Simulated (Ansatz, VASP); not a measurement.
# CrO2: VASP beside Ansatz, part 2 of 2

Wanted: the spread between two codes on one cell, functional and k mesh.

VASP 6.6.1 and Ansatz 0.2.0.

So far. Step 2 (Ansatz: single point, r2SCAN, DFT+U): The run ends at a pressure of 8.18 GPa, with forces up to 0.13 eV/Å.

## 3. VASP: single point, r2SCAN, DFT+U

Level of this step: r2SCAN, DFT+U (Cr d 4 eV), spin-polarised from a ferromagnetic start; plane waves and PAW (Cr_pv, O) (VASP).

The same cell, functional, mesh and smearing now go to VASP, with its own data sets and cutoff.

Lines of VASP's logs that name or quote its potential files are left out, and so is its time.

INCAR

```
SYSTEM = CrO2
PREC = Accurate
ENCUT = 480
EDIFF = 1E-06
NELM = 150
ISMEAR = 0
SIGMA = 0.05
LREAL = .FALSE.
ALGO = Normal
METAGGA = R2SCAN
LASPH = .TRUE.
NBANDS = 33
ISPIN = 2
MAGMOM = 3 3 0 0 0 0
LDAU = .TRUE.
LDAUTYPE = 2
LDAUL = 2 -1
LDAUU = 4 0
LDAUJ = 0 0
LDAUPRINT = 1
LMAXMIX = 4
LORBIT = 11
LWAVE = .FALSE.
LCHARG = .TRUE.
KPAR = 2
AMIX = 0.2
BMIX = 1E-04
AMIX_MAG = 0.8
BMIX_MAG = 1E-04
```

POSCAR

```
CrO2
1.0
    4.4210000000      0.0000000000      0.0000000000
    0.0000000000      4.4210000000      0.0000000000
    0.0000000000      0.0000000000      2.9170000000
Cr O
2 4
Direct
    0.5000000000      0.5000000000      0.5000000000
    0.0000000000      0.0000000000      0.0000000000
    0.8010000000      0.1990000000      0.5000000000
    0.6990000000      0.6990000000      0.0000000000
    0.1990000000      0.8010000000      0.5000000000
    0.3010000000      0.3010000000      0.0000000000
```

KPOINTS

```
Automatic mesh
0
Gamma
4 4 6
0 0 0
```

The projector-augmented-wave data sets are Cr_pv and O (PBE family, release 64).

On the command line:

```
$ mpirun -np 2 vasp_std
```

Numbers of over 12 decimals in the logs are rounded to 6 here.

Output:

```text
[banner, memory and clock lines left out]
running    2 mpi-ranks, on    1 nodes
 distrk:  each k-point on    1 cores,    2 groups
 distr:  one band on    1 cores,    1 groups

 POSCAR found type information on POSCAR CrO
 POSCAR found :  2 types and       6 ions
|                                                                             |
|               ----> ADVICE to this user running VASP <----                  |
|                                                                             |
|     You enforced a specific xc type in the INCAR file but a different       |
|     [... a line on the potential file left out ...]
|     I HOPE YOU KNOW WHAT YOU ARE DOING!                                     |
|                                                                             |

 LDA part: xc-table for (None), standard interpolation
 POSCAR, INCAR and KPOINTS ok, starting setup
 FFT: planning ... GRIDC
 FFT: planning ... GRID_SOFT
 FFT: planning ... GRID
 WAVECAR not read
 entering main loop
       N       E                     dE             d eps       ncg     rms          rms(c)
DAV:   1     0.574951867923E+03    0.57495E+03   -0.25801E+04  3168   0.158E+03
DAV:   2    -0.343506486516E+02   -0.60930E+03   -0.57209E+03  3484   0.488E+02
DAV:   3    -0.873113930162E+02   -0.52961E+02   -0.51584E+02  3411   0.155E+02
DAV:   4    -0.885598534642E+02   -0.12485E+01   -0.12432E+01  3939   0.227E+01
DAV:   5    -0.885948390532E+02   -0.34986E-01   -0.34928E-01  4100   0.336E+00    0.433E+01
DAV:   6    -0.602034775532E+02    0.28391E+02   -0.26017E+01  3888   0.559E+01    0.202E+01
DAV:   7    -0.608979728717E+02   -0.69450E+00   -0.10781E+01  4029   0.305E+01    0.161E+01
DAV:   8    -0.607614224563E+02    0.13655E+00   -0.20434E+00  3588   0.146E+01    0.136E+01
DAV:   9    -0.613238229331E+02   -0.56240E+00   -0.10688E+00  4159   0.101E+01    0.234E+02
DAV:  10    -0.614098752819E+02   -0.86052E-01   -0.18149E-01  3637   0.225E+00    0.227E+02
DAV:  11    -0.616468097754E+02   -0.23693E+00   -0.11167E-01  4068   0.227E+00    0.289E+02
DAV:  12    -0.609460563364E+02    0.70075E+00   -0.20022E+00  4167   0.107E+01    0.167E+02
DAV:  13    -0.608692580714E+02    0.76798E-01   -0.42834E-01  4073   0.515E+00    0.897E+00
DAV:  14    -0.609167626071E+02   -0.47505E-01   -0.71348E-02  3650   0.191E+00    0.794E+00
[...]
DAV:  37    -0.609618880940E+02    0.12663E-03   -0.33652E-05  3824   0.345E-02    0.286E+00
DAV:  38    -0.609618663706E+02    0.21723E-04   -0.52077E-06  3489   0.180E-02    0.254E+00
DAV:  39    -0.609617504398E+02    0.11593E-03   -0.80736E-05  3762   0.513E-02    0.129E+00
DAV:  40    -0.609617338034E+02    0.16636E-04   -0.35847E-05  4124   0.432E-02    0.765E-01
DAV:  41    -0.609617177717E+02    0.16032E-04   -0.13741E-05  3515   0.215E-02    0.392E-01
DAV:  42    -0.609617133251E+02    0.44466E-05   -0.83902E-06  3547   0.189E-02    0.140E-01
DAV:  43    -0.609617116620E+02    0.16631E-05   -0.36265E-06  3069   0.109E-02    0.305E-02
DAV:  44    -0.609617113946E+02    0.26742E-06   -0.13782E-06  1922   0.683E-03
   1 F= -.60961711E+02 E0= -.60960933E+02  d E =-.155613E-02  mag=     4.0000
```

OUTCAR, selected parts (step 3):

```text
ion  position               nearest neighbor table
   1  0.500  0.500  0.500-   3 1.88   5 1.88   4 1.92   6 1.92   4 1.92   6 1.92
   2  0.000  0.000  0.000-   4 1.88   6 1.88   5 1.92   3 1.92   3 1.92   5 1.92
   3  0.801  0.199  0.500-   1 1.88   2 1.92   2 1.92
   4  0.699  0.699  0.000-   2 1.88   1 1.92   1 1.92
   5  0.199  0.801  0.500-   1 1.88   2 1.92   2 1.92
   6  0.301  0.301  0.000-   2 1.88   1 1.92   1 1.92

  LATTYP: Found a simple tetragonal cell.
 ALAT       =     4.4210000000
 C/A-ratio  =     0.6598054739

 Subroutine GETGRP returns: Found 16 space group operations
 (whereof  8 operations were pure point group operations)

The static configuration has the point symmetry D_2h.
 The point group associated with its full space group is D_4h.

 Found     24 irreducible k-points:

   k-points           NKPTS =     24   k-points in BZ     NKDIM =     24   number of bands    NBANDS=     33

   dimension x,y,z NGX =    32 NGY =   32 NGZ =   24
   dimension x,y,z NGXF=    64 NGYF=   64 NGZF=   48

   ENCUT  =  480.0 eV  35.28 Ry    5.94 a.u.   7.90  7.90  5.21*2*pi/ulx,y,z

   NELECT =      48.0000    total number of electrons

 k-points in reciprocal lattice and weights: Automatic mesh
   0.00000000  0.00000000  0.00000000       0.010
   0.25000000  0.00000000  0.00000000       0.042
   0.50000000  0.00000000  0.00000000       0.021
   0.25000000  0.25000000  0.00000000       0.042
   0.50000000  0.25000000  0.00000000       0.042
   0.50000000  0.50000000  0.00000000       0.010
   0.00000000  0.00000000  0.16666667       0.021
   0.25000000  0.00000000  0.16666667       0.083
   0.50000000  0.00000000  0.16666667       0.042
[...]
0.50000000  0.25000000  0.50000000       0.042
   0.50000000  0.50000000  0.50000000       0.010

atom =   1  type =  1  l = 2

 onsite density matrix

spin component  1

  0.5951  0.0000 -0.2561  0.0000 -0.0000
  0.0000  0.6378  0.0000 -0.2674  0.0000
 -0.2561  0.0000  0.7795  0.0000 -0.0000
  0.0000 -0.2674  0.0000  0.6378  0.0000
 -0.0000  0.0000 -0.0000  0.0000  0.5391

spin component  2

  0.2173  0.0000  0.1088  0.0000 -0.0000
  0.0000  0.1725  0.0000  0.1051  0.0000
  0.1088  0.0000  0.1240  0.0000 -0.0000
  0.0000  0.1051  0.0000  0.1725  0.0000
 -0.0000  0.0000 -0.0000  0.0000  0.0763

 occupancies and eigenvectors

  o =  0.0523  v =  0.0000  0.0000  0.0000  0.0000  0.0000 -0.5504  0.0000  0.8349  0.0000  0.0000      0.0000  0.0000  0.0000  0.0000  0.0000  0.0000  0.0000  0.0000  0.0000  0.0000
  o =  0.0673  v =  0.0000  0.0000  0.0000  0.0000  0.0000  0.0000 -0.7071  0.0000  0.7071  0.0000      0.0000  0.0000  0.0000  0.0000  0.0000  0.0000  0.0000  0.0000  0.0000  0.0000
  o =  0.0763  v =  0.0000  0.0000  0.0000  0.0000  0.0000 -0.0000 -0.0000  0.0000  0.0000 -1.0000      0.0000  0.0000  0.0000  0.0000  0.0000  0.0000  0.0000  0.0000  0.0000  0.0000
  o =  0.2776  v =  0.0000  0.0000  0.0000  0.0000  0.0000  0.0000 -0.7071  0.0000 -0.7071  0.0000      0.0000  0.0000  0.0000  0.0000  0.0000  0.0000  0.0000  0.0000  0.0000  0.0000
  o =  0.2891  v =  0.0000  0.0000  0.0000  0.0000  0.0000 -0.8349  0.0000 -0.5504  0.0000  0.0000      0.0000  0.0000  0.0000  0.0000  0.0000  0.0000  0.0000  0.0000  0.0000  0.0000
  o =  0.3704  v =  0.0000 -0.7071  0.0000 -0.7071  0.0000  0.0000  0.0000  0.0000  0.0000  0.0000      0.0000  0.0000  0.0000  0.0000  0.0000  0.0000  0.0000  0.0000  0.0000  0.0000
  o =  0.4152  v = -0.8182 -0.0000 -0.5750  0.0000 -0.0000  0.0000  0.0000  0.0000  0.0000  0.0000      0.0000  0.0000  0.0000  0.0000  0.0000  0.0000  0.0000  0.0000  0.0000  0.0000
  o =  0.5391  v = -0.0000  0.0000 -0.0000  0.0000  1.0000  0.0000  0.0000  0.0000  0.0000  0.0000      0.0000  0.0000  0.0000  0.0000  0.0000  0.0000  0.0000  0.0000  0.0000  0.0000
  o =  0.9052  v =  0.0000  0.7071  0.0000 -0.7071 -0.0000  0.0000  0.0000  0.0000  0.0000  0.0000      0.0000  0.0000  0.0000  0.0000  0.0000  0.0000  0.0000  0.0000  0.0000  0.0000
  o =  0.9595  v = -0.5750 -0.0000  0.8182  0.0000 -0.0000  0.0000  0.0000  0.0000  0.0000  0.0000      0.0000  0.0000  0.0000  0.0000  0.0000  0.0000  0.0000  0.0000  0.0000  0.0000

atom =   2  type =  1  l = 2

 onsite density matrix

spin component  1

  0.5951  0.0000  0.2561  0.0000 -0.0000
  0.0000  0.6378  0.0000  0.2674  0.0000
  0.2561  0.0000  0.7795  0.0000 -0.0000
[...]
o =  0.0673  v =  0.0000  0.0000  0.0000  0.0000  0.0000  0.0000 -0.7071 -0.0000 -0.7071  0.0000      0.0000  0.0000  0.0000  0.0000  0.0000  0.0000  0.0000  0.0000  0.0000  0.0000
  o =  0.0763  v =  0.0000  0.0000  0.0000  0.0000  0.0000 -0.0000  0.0000 -0.0000  0.0000  1.0000      0.0000  0.0000  0.0000  0.0000  0.0000  0.0000  0.0000  0.0000  0.0000  0.0000
  o =  0.2776  v =  0.0000  0.0000  0.0000  0.0000  0.0000  0.0000  0.7071  0.0000 -0.7071 -0.0000      0.0000  0.0000  0.0000  0.0000  0.0000  0.0000  0.0000  0.0000  0.0000  0.0000
  o =  0.2891  v =  0.0000  0.0000  0.0000  0.0000  0.0000 -0.8349 -0.0000  0.5504  0.0000 -0.0000      0.0000  0.0000  0.0000  0.0000  0.0000  0.0000  0.0000  0.0000  0.0000  0.0000
  o =  0.3704  v = -0.0000  0.7071  0.0000 -0.7071  0.0000  0.0000  0.0000  0.0000  0.0000  0.0000      0.0000  0.0000  0.0000  0.0000  0.0000  0.0000  0.0000  0.0000  0.0000  0.0000
  o =  0.4152  v =  0.8182  0.0000 -0.5750 -0.0000 -0.0000  0.0000  0.0000  0.0000  0.0000  0.0000      0.0000  0.0000  0.0000  0.0000  0.0000  0.0000  0.0000  0.0000  0.0000  0.0000
  o =  0.5391  v = -0.0000  0.0000  0.0000 -0.0000 -1.0000  0.0000  0.0000  0.0000  0.0000  0.0000      0.0000  0.0000  0.0000  0.0000  0.0000  0.0000  0.0000  0.0000  0.0000  0.0000
  o =  0.9052  v =  0.0000 -0.7071  0.0000 -0.7071  0.0000  0.0000  0.0000  0.0000  0.0000  0.0000      0.0000  0.0000  0.0000  0.0000  0.0000  0.0000  0.0000  0.0000  0.0000  0.0000
  o =  0.9595  v = -0.5750 -0.0000 -0.8182 -0.0000  0.0000  0.0000  0.0000  0.0000  0.0000  0.0000      0.0000  0.0000  0.0000  0.0000  0.0000  0.0000  0.0000  0.0000  0.0000  0.0000

 average (electrostatic) potential at core
       1 -76.8166       2 -76.8166       3 -73.2999       4 -73.2999       5 -73.2999
       6 -73.2999

 E-fermi :   4.9712

 spin component 1
 k-point     1 :       0.0000    0.0000    0.0000
  band No.  band energies     occupation
    ...
     22       2.4677      1.00000
     23       3.6071      1.00000
     24       3.8912      1.00000
     25       4.5004      1.00000
     26       4.5004      1.00000
     27       5.2221      0.00000
     28       5.4169      0.00000
     29       5.4399      0.00000
     30       6.3198      0.00000
     31       6.9129      0.00000
    ...

 k-point     2 :       0.2500    0.0000    0.0000
  band No.  band energies     occupation
    ...
     22       3.0402      1.00000
     23       3.1969      1.00000
     24       4.1095      1.00000
     25       4.1247      1.00000
     26       4.6455      1.00000
     27       5.0525      0.01073
     28       5.4301      0.00000
     29       5.4438      0.00000
     30       6.0820      0.00000
     31       7.8148      0.00000
    ...

 k-point     3 :       0.5000    0.0000    0.0000
  band No.  band energies     occupation
    ...
     22       2.8398      1.00000
     23       3.9721      1.00000
     24       3.9721      1.00000
     25       4.2184      1.00000
     26       4.2184      1.00000
     27       5.4330      0.00000
     28       5.4330      0.00000
     29       5.5196      0.00000
     30       5.5196      0.00000
     31       9.2512      0.00000
    ...

 k-point     4 :       0.2500    0.2500    0.0000
  band No.  band energies     occupation
    ...
     22       2.8709      1.00000
     23       2.9199      1.00000
     24       3.3018      1.00000
     25       4.1136      1.00000
     26       4.4293      1.00000
     27       5.4220      0.00000
     28       5.4419      0.00000
     29       5.5440      0.00000
     30       6.1758      0.00000
     31       7.9892      0.00000
    ...

 k-point     5 :       0.5000    0.2500    0.0000
  band No.  band energies     occupation
    ...
     22       2.6231      1.00000
     23       3.6068      1.00000
     24       3.6068      1.00000
     25       3.6110      1.00000
     26       3.6110      1.00000
     27       5.4318      0.00000
     28       5.4318      0.00000
     29       6.0009      0.00000
     30       6.0009      0.00000
     31       8.8913      0.00000
    ...

 k-point     6 :       0.5000    0.5000    0.0000
  band No.  band energies     occupation
    ...
     22       2.3710      1.00000
     23       2.9743      1.00000
     24       2.9743      1.00000
     25       3.4453      1.00000
     26       3.4453      1.00000
     27       5.4225      0.00000
     28       5.4225      0.00000
     29       6.2701      0.00000
     30       6.2701      0.00000
     31       8.5235      0.00000
    ...

  Total        2.5254708      2.5254708      4.1642207      0.0000000      0.0000000      0.0000000
  in kB       70.9701085     70.9701085    117.0218236      0.0000000      0.0000000      0.0000000
  external PRESSURE =      86.3206802 kB  Pullay stress =       0.0000000 kB

  energy-cutoff  :      480.00
  volume of cell :       57.01
      direct lattice vectors                 reciprocal lattice vectors
     4.421000000  0.000000000  0.000000000     0.226193169  0.000000000  0.000000000
     0.000000000  4.421000000  0.000000000     0.000000000  0.226193169  0.000000000
     0.000000000  0.000000000  2.917000000     0.000000000  0.000000000  0.342817964

 POSITION                                       TOTAL-FORCE (eV/Angst)
 -----------------------------------------------------------------------------------
      2.21050      2.21050      1.45850         0.000000     -0.000000      0.000000
      0.00000      0.00000      0.00000         0.000000     -0.000000      0.000000
      3.54122      0.87978      1.45850        -0.066736      0.066736      0.000000
      3.09028      3.09028      0.00000         0.066736      0.066736      0.000000
      0.87978      3.54122      1.45850         0.066736     -0.066736     -0.000000
      1.33072      1.33072      0.00000        -0.066736     -0.066736     -0.000000
 -----------------------------------------------------------------------------------
    total drift:                                0.000000     -0.000000     -0.000000

  FREE ENERGIE OF THE ION-ELECTRON SYSTEM (eV)
  ---------------------------------------------------
  free  energy   TOTEN  =       -60.9617113946 eV

  energy  without entropy=      -60.9601552691  energy(sigma->0) =      -60.96093333

 total charge
# of ion       s       p       d       tot
------------------------------------------
    1        0.626   6.466   3.916  11.008
    2        0.626   6.466   3.916  11.008
    3        1.582   3.509   0.000   5.091
    4        1.582   3.509   0.000   5.091
    5        1.582   3.509   0.000   5.091
    6        1.582   3.509   0.000   5.091
--------------------------------------------------
tot          7.580  26.968   7.831  42.378

 magnetization (x)
# of ion       s       p       d       tot
------------------------------------------
    1        0.131   0.039   2.423   2.594
    2        0.131   0.039   2.423   2.594
    3       -0.007  -0.233   0.000  -0.240
    4       -0.007  -0.233   0.000  -0.240
    5       -0.007  -0.233   0.000  -0.240
    6       -0.007  -0.233   0.000  -0.240
--------------------------------------------------
tot          0.235  -0.854   4.847   4.228

[... 6 further parts left out ...]
```

The run ends at a pressure of 8.63 GPa, with forces up to 0.094 eV/Å.

## 4. Side by side

Known differences besides the PAW data sets themselves: U acts on the PAW sphere in VASP and on atomic orbitals in Ansatz, so only states and trends compare; VASP keeps PBE cores, Ansatz makes them for the functional; the data sets hold 52 valence electrons in Ansatz (default PAW (the set named soft_2) files) and 48 in VASP; the cutoff is 500 eV in Ansatz and 480 eV in VASP; site moments are counted in spheres of each program's own size. Total energies have different zeros and are not compared.

The two programs side by side:

| quantity | Ansatz | VASP | difference |
| --- | --- | --- | --- |
| pressure (GPa) | 8.18 | 8.63 | -0.46 |
| total moment (μB) | 4.00 | 4.00 | 0.00 |
| moment on Cr1 (μB) | 2.13 | 2.59 | -0.46 |
| moment on Cr2 (μB) | 2.13 | 2.59 | -0.46 |
| moment on O3 (μB) | -0.30 | -0.24 | -0.06 |
| moment on O4 (μB) | -0.30 | -0.24 | -0.06 |
| moment on O5 (μB) | -0.30 | -0.24 | -0.06 |
| moment on O6 (μB) | -0.30 | -0.24 | -0.06 |

Forces (eV/Å; atoms numbered as in POSCAR):

| atom | Ansatz x, y, z | VASP x, y, z |
| --- | --- | --- |
| Cr1 | 0.000, 0.000, 0.000 | 0.000, 0.000, 0.000 |
| Cr2 | 0.000, 0.000, 0.000 | 0.000, 0.000, 0.000 |
| O3 | 0.094, -0.094, 0.000 | -0.067, 0.067, 0.000 |
| O4 | -0.094, -0.094, 0.000 | 0.067, 0.067, 0.000 |
| O5 | -0.094, 0.094, 0.000 | 0.067, -0.067, 0.000 |
| O6 | 0.094, 0.094, 0.000 | -0.067, -0.067, 0.000 |

The forces differ by 107 meV/Å r.m.s., which is 240.9 % of the r.m.s. force of 0.04 eV/Å (both taken over all components). The total moments and the pattern agree; the site moments differ because the programs count them in spheres of different size. Ansatz's pressure holds a Pulay correction of 0.16 GPa; VASP's holds none.

## 5. Looking for the cause

The difference is large enough to ask for its cause, so further runs change the set-up of one program at a time, as the table lists.

| run | difference in moment on Cr1 (μB) |
| --- | --- |
| as above | -0.46 |
| a start from the moments at which VASP ended | -0.46 |
| cores kept as stored, as VASP does | -0.46 |

## 6. Outcome

```json
{"difference in moment on Cr1 (single point, r2SCAN, DFT+U)": "-0.46 μB"}
```

**Reading.** The difference in moment on Cr1 is -0.46 μB (single point, r2SCAN, DFT+U). For single point, r2SCAN, DFT+U: no further run halves the difference in moment on Cr1; only Ansatz's side was varied. How closely two codes agree says nothing of how well the functional describes the real material.

[Lines on the potential files, build, host, timing and source positions are cut from VASP's logs without a mark.]

[Logs are printed without paths, hosts, clocks, repeated set-up lines and the standing remarks that a program may print on its own settings, such as how far it seeks lower states.]

[Hosts, paths, dates, database ids (printed as entryN), source tags and the programs' standing remarks are cut or masked in the printed files.]
